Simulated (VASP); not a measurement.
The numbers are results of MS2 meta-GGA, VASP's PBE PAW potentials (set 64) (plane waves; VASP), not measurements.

The input files of a VASP run:

POSCAR:
```
ZrB2
1.0
  1.5582142485  -2.6989067033   0.0000000000
  1.5582142485   2.6989067033   0.0000000000
  0.0000000000   0.0000000000   3.5183088883
Zr B
1 2
Cart
  0.0000000000   0.0000000000   0.0000000000
  1.5582142485   0.8996373670   1.7591544441
  1.5582142485  -0.8996373670   1.7591544441
```

KPOINTS:
```
Automatic
0
G
  11 11 9
0 0 0
```

INCAR:
```
ALGO=Normal
EDIFF=1E-7
EDIFFG=-0.01
ENCUT=520
IBRION=2
ISIF=4
ISMEAR=1
LASPH=T
LCHARG=F
LMAXMIX=4
LMIXTAU=T
LREAL=F
LWAVE=F
METAGGA=MS2
NELM=100
NSW=30
PREC=Accurate
SIGMA=0.1
SYSTEM=ZrB2
```

POTCAR, in this order: Zr_sv B (PBE.64 set). Program: vasp_std.

The resulting files:

OSZICAR:
```
       N       E                     dE             d eps       ncg     rms          rms(c)
DAV:   1     0.795136544602E+02    0.79514E+02   -0.96049E+03  2080   0.134E+03
DAV:   2    -0.532717983589E+02   -0.13279E+03   -0.12805E+03  2440   0.338E+02
DAV:   3    -0.648881361878E+02   -0.11616E+02   -0.11065E+02  3717   0.714E+01
DAV:   4    -0.652922457550E+02   -0.40411E+00   -0.36300E+00  2338   0.125E+01
DAV:   5    -0.653037104358E+02   -0.11465E-01   -0.11215E-01  2978   0.182E+00    0.572E+01
DAV:   6    -0.323614050957E+02    0.32942E+02   -0.28682E+02  2325   0.839E+01    0.292E+01
DAV:   7    -0.315076934007E+02    0.85371E+00   -0.20948E+01  2715   0.464E+01    0.174E+01
DAV:   8    -0.332797894336E+02   -0.17721E+01   -0.88109E+00  2529   0.330E+01    0.140E+01
DAV:   9    -0.252085786173E+02    0.80712E+01   -0.75441E+00  3070   0.265E+01    0.335E+00
DAV:  10    -0.245486557292E+02    0.65992E+00   -0.47245E+00  2998   0.224E+01    0.185E+00
DAV:  11    -0.281481172727E+02   -0.35995E+01   -0.11807E+01  3044   0.279E+01    0.407E+00
DAV:  12    -0.281947585538E+02   -0.46641E-01   -0.14493E-01  2479   0.307E+00    0.411E+00
DAV:  13    -0.281076198562E+02    0.87139E-01   -0.62723E-02  2314   0.326E+00    0.254E+00
DAV:  14    -0.280532133587E+02    0.54406E-01   -0.33852E-01  2658   0.326E+00    0.384E-01
DAV:  15    -0.280581429421E+02   -0.49296E-02   -0.89326E-02  3180   0.187E+00    0.446E-01
DAV:  16    -0.280592891913E+02   -0.11462E-02   -0.38669E-03  2420   0.738E-01    0.217E-01
DAV:  17    -0.280609367329E+02   -0.16475E-02   -0.25660E-03  2169   0.593E-01    0.129E-01
DAV:  18    -0.280609959466E+02   -0.59214E-04   -0.11721E-04  3081   0.101E-01    0.135E-01
DAV:  19    -0.280609962131E+02   -0.26649E-06   -0.17401E-06  2500   0.906E-03    0.135E-01
DAV:  20    -0.280611815946E+02   -0.18538E-03   -0.44028E-04  2785   0.214E-01    0.123E-01
DAV:  21    -0.280610687619E+02    0.11283E-03   -0.23231E-04  3274   0.110E-01    0.533E-02
DAV:  22    -0.280610846237E+02   -0.15862E-04   -0.27042E-06  2635   0.161E-02    0.545E-02
DAV:  23    -0.280610215594E+02    0.63064E-04   -0.51911E-05  2703   0.568E-02    0.468E-02
DAV:  24    -0.280610551465E+02   -0.33587E-04   -0.96341E-06  2654   0.337E-02    0.346E-02
DAV:  25    -0.280610452624E+02    0.98841E-05   -0.31531E-06  2120   0.273E-02    0.231E-02
DAV:  26    -0.280610491183E+02   -0.38559E-05   -0.27413E-06  2899   0.171E-02    0.992E-03
DAV:  27    -0.280610470609E+02    0.20573E-05   -0.28889E-07  2199   0.734E-03    0.635E-03
DAV:  28    -0.280610539840E+02   -0.69230E-05   -0.93005E-07  2538   0.588E-03    0.142E-03
DAV:  29    -0.280610455203E+02    0.84637E-05   -0.11024E-07  1376   0.358E-03    0.126E-03
DAV:  30    -0.280610483512E+02   -0.28309E-05   -0.33601E-08  1125   0.143E-03    0.882E-04
DAV:  31    -0.280610481606E+02    0.19060E-06   -0.13961E-08  1100   0.837E-04    0.741E-04
DAV:  32    -0.280610474723E+02    0.68832E-06   -0.77027E-09  1100   0.638E-04    0.508E-04
DAV:  33    -0.280610474829E+02   -0.10622E-07   -0.41857E-09  1095   0.495E-04
   1 F= -.28061047E+02 E0= -.28061063E+02  d E =-.280610E+02
       N       E                     dE             d eps       ncg     rms          rms(c)
DAV:   1    -0.280621859067E+02   -0.11384E-02   -0.70753E-02  2230   0.270E+00    0.183E-01
DAV:   2    -0.280613750687E+02    0.81084E-03   -0.16756E-03  2315   0.390E-01    0.101E-01
DAV:   3    -0.280612959992E+02    0.79070E-04   -0.11442E-03  2250   0.394E-01    0.391E-02
DAV:   4    -0.280614282886E+02   -0.13229E-03   -0.11245E-04  2325   0.130E-01    0.205E-02
DAV:   5    -0.280614511796E+02   -0.22891E-04   -0.18303E-05  2410   0.478E-02    0.400E-03
DAV:   6    -0.280614286972E+02    0.22482E-04   -0.68137E-06  2300   0.303E-02    0.226E-03
DAV:   7    -0.280614447835E+02   -0.16086E-04   -0.30360E-06  2210   0.197E-02    0.218E-03
DAV:   8    -0.280614378473E+02    0.69362E-05   -0.69654E-07  2220   0.915E-03    0.523E-04
DAV:   9    -0.280614392358E+02   -0.13885E-05   -0.78106E-08  1175   0.314E-03    0.286E-04
DAV:  10    -0.280614383257E+02    0.91011E-06   -0.95362E-09  1080   0.124E-03    0.659E-05
DAV:  11    -0.280614387446E+02   -0.41896E-06   -0.16004E-09  1100   0.500E-04    0.557E-05
DAV:  12    -0.280614387332E+02    0.11458E-07   -0.31747E-10  1080   0.171E-04
   2 F= -.28061439E+02 E0= -.28061444E+02  d E =-.391250E-03
```

File OUTCAR:
```
------------------------ aborting loop because EDIFF is reached ----------------------------------------
  FORCE on cell =-STRESS in cart. coord.  units (eV):
  Direction    XX          YY          ZZ          XY          YZ          ZX
  --------------------------------------------------------------------------------------
  Total        1.4453906      1.4453911      1.4843826      0.0000000      0.0000000      0.0000000
  in kB       78.2558484     78.2558762     80.3669376      0.0000000      0.0000000      0.0000000
  external PRESSURE =      78.9595541 kB  Pullay stress =       0.0000000 kB
  volume of cell :       29.59
      direct lattice vectors                 reciprocal lattice vectors
     1.560635474 -2.703100413  0.000000000     0.320382311 -0.184972781  0.000000000
     1.560635474  2.703100413 -0.000000000     0.320382311  0.184972781  0.000000000
    -0.000000000  0.000000000  3.507400466     0.000000000  0.000000000  0.285111441
 POSITION                                       TOTAL-FORCE (eV/Angst)
 -----------------------------------------------------------------------------------
      1.56064      2.70310     -0.00000        -0.000000      0.000000     -0.000000
      1.56064      0.90104      1.75370         0.000000     -0.000000      0.000000
      1.56064     -0.90104      1.75370         0.000000      0.000000     -0.000000
 -----------------------------------------------------------------------------------
    total drift:                                0.000000      0.000000      0.000000
  FREE ENERGIE OF THE ION-ELECTRON SYSTEM (eV)
  ---------------------------------------------------
  free  energy   TOTEN  =       -28.0614387332 eV

  energy  without entropy=      -28.0614537113  energy(sigma->0) =      -28.06144373

 reached required accuracy - stopping structural energy minimisation
```
(Selected blocks of OUTCAR.)

File CONTCAR:
```
ZrB2
   1.00000000000000
     1.5606354742634385   -2.7031004130752772    0.0000000000000000
     1.5606354742634385    2.7031004130752772   -0.0000000000000000
    -0.0000000000000000    0.0000000000000000    3.5074004660140004
  Zr              B
     1     2
Direct
     0.0000000000000000    1.0000000000000000    0.0000000000000000
     0.3333330000000032    0.6666669999999968    0.5000000000000000
     0.6666669999999968    0.3333330000000032    0.5000000000000000
```

The compound is ZrB2 in the AlB2 type structure. This cell is one point of a volume scan, at 0.97 of the reference volume. Symmetry was kept, so distortions that lower it aren't found.
